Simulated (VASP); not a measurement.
Input:

```
CELL_PARAMETERS angstrom
      4.55877     0.00000     0.00000
      0.00000     4.55877     0.00000
      0.00000     0.00000    27.84099
ATOMIC_POSITIONS crystal
  Na 0.00000 0.50000 0.32632
  Na 0.50000 0.00000 0.44211
  Na 0.00000 0.50000 0.55789
  Na 0.50000 0.00000 0.67368
  I  0.00000 0.50000 0.44211
  I  0.50000 0.00000 0.32632
  I  0.00000 0.50000 0.67368
  I  0.50000 0.00000 0.55789
```

Level of theory: r2SCAN meta-GGA, VASP's PBE PAW potentials (set 64) (plane waves; VASP 6.6.1). Run with PREC = Normal, EDIFF = 1E-5, 400 eV cut-off, 5×5×1 Γ-centred mesh, Gaussian smearing of 0.050 eV, potentials Na_pv I.

Question: The ions are relaxed. Predict the relaxed structure.

Answer: 
```
CELL_PARAMETERS angstrom
      4.55877     0.00000     0.00000
      0.00000     4.55877     0.00000
      0.00000     0.00000    27.84099
ATOMIC_POSITIONS crystal
  Na 0.00000 0.50000 0.33047
  Na 0.50000 0.00000 0.44095
  Na 0.00000 0.50000 0.55905
  Na 0.50000 0.00000 0.66953
  I  0.00000 0.50000 0.44306
  I  0.50000 0.00000 0.32391
  I  0.00000 0.50000 0.67609
  I  0.50000 0.00000 0.55694
```

Question: How much energy does the relaxation gain?

Answer: The energy (σ→0) changes by -3.4 meV/atom, in 15 ionic steps.

The cell is a thin slab with vacuum, built from NaI (rock salt): (100) face.
